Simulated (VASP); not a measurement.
Data:

```xyz
3
Lattice="2.0593 -3.5668 0.0000 2.0593 3.5668 0.0000 0.0000 0.0000 5.2276" Properties=species:S:1:pos:R:3 pbc="T T T"
Se     0.5129     0.8884     3.4851
Se     3.0928     0.0000     0.0000
Se     0.5129    -0.8884     1.7425
```

Level of theory: PBEsol GGA, VASP's PBE PAW potentials (set 64) (plane waves; VASP). Numerical set-up: 520 eV cut-off, 8×8×5 Γ-centred mesh, Gaussian smearing of 0.050 eV, potentials Se.

Without a dispersion term in the relaxation, distances and binding between the weakly bound layers, chains or molecules are unreliable, and so is what depends on them.

Task: The ions and cell shape at fixed volume are relaxed. Predict the relaxed structure.

Result: 
```xyz
3
Lattice="2.0843 -3.6102 0.0000 2.0843 3.6102 0.0000 0.0000 0.0000 5.1028" Properties=species:S:1:pos:R:3 pbc="T T T"
Se     2.5838    -2.7450     3.4019
Se     3.1697     0.0000     0.0000
Se     2.5838     2.7450     1.7009
```
Space group P3_121 (152), at a tolerance of 0.03 Å.

Task: How much energy does the relaxation gain?

Result: The energy (σ→0) changes by -11.5 meV/atom, in 6 ionic steps.

```json
[
 {"step": "1", "E(σ→0) (eV)": "-11.5108", "max force (eV/Å)": "0.387", "pressure (GPa)": "-3.51", "volume (Å³)": "76.79"},
 {"step": "2", "E(σ→0) (eV)": "-11.5340", "max force (eV/Å)": "0.225", "pressure (GPa)": "-2.48", "volume (Å³)": "76.79"},
 {"step": "3", "E(σ→0) (eV)": "-11.5448", "max force (eV/Å)": "0.011", "pressure (GPa)": "-1.13", "volume (Å³)": "76.79"},
 {"step": "4", "E(σ→0) (eV)": "-11.5449", "max force (eV/Å)": "0.025", "pressure (GPa)": "-1.06", "volume (Å³)": "76.79"},
 {"step": "5", "E(σ→0) (eV)": "-11.5452", "max force (eV/Å)": "0.014", "pressure (GPa)": "-1.05", "volume (Å³)": "76.79"},
 {"step": "6", "E(σ→0) (eV)": "-11.5454", "max force (eV/Å)": "0.000", "pressure (GPa)": "-1.03", "volume (Å³)": "76.79"}
]
```

The compound is Se in the trig structure. This cell is one point of a volume scan, at 1.06 of the reference volume. Symmetry was kept, so distortions that lower it aren't found.
